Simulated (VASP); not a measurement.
Calculation: r2SCAN meta-GGA, VASP's PBE PAW potentials (set 64) (plane waves; VASP).

VASP input:

INCAR:
```
SYSTEM=MoS2
PREC=Accurate; ENCUT=500; LREAL=.FALSE.
LASPH=.TRUE.
EDIFF=1E-6; NELM=100; ALGO=Normal
LMAXMIX=4; LMIXTAU=.TRUE.
ISMEAR=0; SIGMA=0.05
METAGGA=R2SCAN
IBRION=2; NSW=40; ISIF=3
EDIFFG=-0.02; PSTRESS=200
LWAVE=.FALSE.; LCHARG=.FALSE.
```

POSCAR:
```
MoS2
1
    1.5263444263    -2.6437047940     0.0000000000
    1.5263444263     2.6437047940     0.0000000000
    0.0000000000    -0.0000000000    11.1485903430
Mo S
2 4
Direct
  0.3333330000   0.6666670000   0.2500000000
  0.6666670000   0.3333330000   0.7500000000
  0.3333330000   0.6666670000   0.8900001747
  0.6666670000   0.3333330000   0.3900001747
  0.6666670000   0.3333330000   0.1099998253
  0.3333330000   0.6666670000   0.6099998253
```

**KPOINTS**
```
Automatic
0
Gamma
8 8 2
```

POTCAR, in this order: Mo_sv S (PBE.64 set). Program: vasp_std.

The run wrote:

File OSZICAR:
```
       N       E                     dE             d eps       ncg     rms          rms(c)
DAV:   1     0.410071851722E+03    0.41007E+03   -0.30226E+04  1344   0.163E+03
DAV:   2    -0.825416189898E+02   -0.49261E+03   -0.48172E+03  1511   0.424E+02
DAV:   3    -0.107501679335E+03   -0.24960E+02   -0.24663E+02  1582   0.843E+01
DAV:   4    -0.107952897699E+03   -0.45122E+00   -0.45028E+00  1530   0.114E+01
DAV:   5    -0.107962752867E+03   -0.98552E-02   -0.98504E-02  1539   0.160E+00    0.454E+01
DAV:   6    -0.977236018415E+02    0.10239E+02   -0.17364E+01  1493   0.301E+01    0.151E+01
DAV:   7    -0.922203049403E+02    0.55033E+01   -0.54078E+00  1479   0.121E+01    0.774E+00
DAV:   8    -0.902076016175E+02    0.20127E+01   -0.24113E+00  1514   0.927E+00    0.499E+00
DAV:   9    -0.888611816735E+02    0.13464E+01   -0.52298E-01  1444   0.492E+00    0.160E+00
DAV:  10    -0.890458250723E+02   -0.18464E+00   -0.28803E-01  1593   0.349E+00    0.512E-01
DAV:  11    -0.890503486770E+02   -0.45236E-02   -0.84876E-03  1500   0.510E-01    0.550E-01
DAV:  12    -0.890010745678E+02    0.49274E-01   -0.27627E-02  1359   0.119E+00    0.757E-01
DAV:  13    -0.890383585607E+02   -0.37284E-01   -0.58501E-02  1303   0.122E+00    0.147E+00
DAV:  14    -0.890616032531E+02   -0.23245E-01   -0.44938E-02  1317   0.146E+00    0.166E+00
DAV:  15    -0.890578204307E+02    0.37828E-02   -0.24561E-03  1506   0.306E-01    0.135E+00
DAV:  16    -0.890593252428E+02   -0.15048E-02   -0.38918E-03  1319   0.317E-01    0.759E-01
DAV:  17    -0.890640952228E+02   -0.47700E-02   -0.41132E-03  1359   0.395E-01    0.255E-01
DAV:  18    -0.890641883039E+02   -0.93081E-04   -0.33295E-04  1521   0.112E-01    0.256E-01
DAV:  19    -0.890642202047E+02   -0.31901E-04   -0.23338E-05  1411   0.288E-02    0.268E-01
DAV:  20    -0.890641999234E+02    0.20281E-04   -0.22086E-05  1495   0.274E-02    0.176E-01
DAV:  21    -0.890641899924E+02    0.99310E-05   -0.10685E-04  1533   0.524E-02    0.405E-02
DAV:  22    -0.890641721717E+02    0.17821E-04   -0.24585E-05  1652   0.288E-02    0.190E-02
DAV:  23    -0.890641695790E+02    0.25927E-05   -0.55780E-06  1283   0.165E-02    0.138E-02
DAV:  24    -0.890641897148E+02   -0.20136E-04   -0.68495E-06  1234   0.185E-02    0.146E-02
DAV:  25    -0.890641920003E+02   -0.22855E-05   -0.23940E-06   907   0.114E-02    0.148E-02
DAV:  26    -0.890641942266E+02   -0.22263E-05   -0.55263E-07   753   0.555E-03    0.125E-02
DAV:  27    -0.890641950195E+02   -0.79295E-06   -0.45304E-07   718   0.399E-03
   1 F= -.77832770E+02 E0= -.77832770E+02  d E =-.778328E+02
```

### OUTCAR
```
------------------------ aborting loop because EDIFF is reached ----------------------------------------
  FORCE on cell =-STRESS in cart. coord.  units (eV):
  Direction    XX          YY          ZZ          XY          YZ          ZX
  --------------------------------------------------------------------------------------
  Total       11.2763490     11.2763379     11.1855716      0.0000000      0.0000000      0.0000000
  in kB      200.7999661    200.7997683    199.1834770      0.0000000      0.0000000      0.0000000
  external PRESSURE =       0.2610705 kB  Pullay stress =     200.0000000 kB
  volume of cell :       89.97
      direct lattice vectors                 reciprocal lattice vectors
     1.526344426 -2.643704794  0.000000000     0.327580061 -0.189128529  0.000000000
     1.526344426  2.643704794  0.000000000     0.327580061  0.189128529  0.000000000
     0.000000000  0.000000000 11.148590343     0.000000000  0.000000000  0.089697439
 POSITION                                       TOTAL-FORCE (eV/Angst)
 -----------------------------------------------------------------------------------
      1.52634      0.88124      2.78715         0.000000     -0.000000     -0.000000
      1.52634     -0.88124      8.36144        -0.000000      0.000000     -0.000000
      1.52634      0.88124      9.92225        -0.000000     -0.000000     -0.012592
      1.52634     -0.88124      4.34795         0.000000      0.000000     -0.012592
      1.52634     -0.88124      1.22634        -0.000000      0.000000      0.012592
      1.52634      0.88124      6.80064         0.000000     -0.000000      0.012592
 -----------------------------------------------------------------------------------
    total drift:                                0.000183      0.001492     -0.000030
  FREE ENERGIE OF THE ION-ELECTRON SYSTEM (eV)
  ---------------------------------------------------
  free  energy   TOTEN  =       -89.0641950195 eV

  energy  without entropy=      -89.0641950195  energy(sigma->0) =      -89.06419502
  enthalpy is  TOTEN    =       -77.8327697924 eV   P V=       11.2314252271

 reached required accuracy - stopping structural energy minimisation
```
(Selected blocks of OUTCAR.)

The compound is MoS2 in the 2H layered structure. It was relaxed first under an external pressure of 20 GPa.
